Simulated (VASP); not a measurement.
Given:

```xyz
2
Lattice="1.9020 -3.2944 0.0000 1.9020 3.2944 0.0000 0.0000 0.0000 5.8118" Properties=species:S:1:pos:R:3 pbc="T T T"
Tl     1.9020     1.0981     1.4529
Tl     1.9020    -1.0981     4.3588
```

Calculation: vdW-DF2, VASP's PBE PAW potentials (set 64) (plane waves; VASP). Numerical set-up: 520 eV cut-off, 11×11×7 Γ-centred mesh, first-order Methfessel-Paxton smearing of 0.10 eV, potentials Tl_d.

Unless said otherwise, spin-orbit coupling is left out, though it shifts the bands of the heavy elements here.

### Question
Estimate the energy per atom (σ→0), band gap (on the k-mesh) with the smallest direct gap where there is one.

### Answer

| Quantity | Value |
|---|---|
| band gap (on the k-mesh) | none (metal, semimetal or under 0.01 eV) |
| energy per atom (σ→0) | 0.873 eV/atom |

Total energies compare only between runs with the same potentials, cut-off and functional.

The compound is Tl in the hcp structure. It was relaxed first, which changed the volume by +27 %.
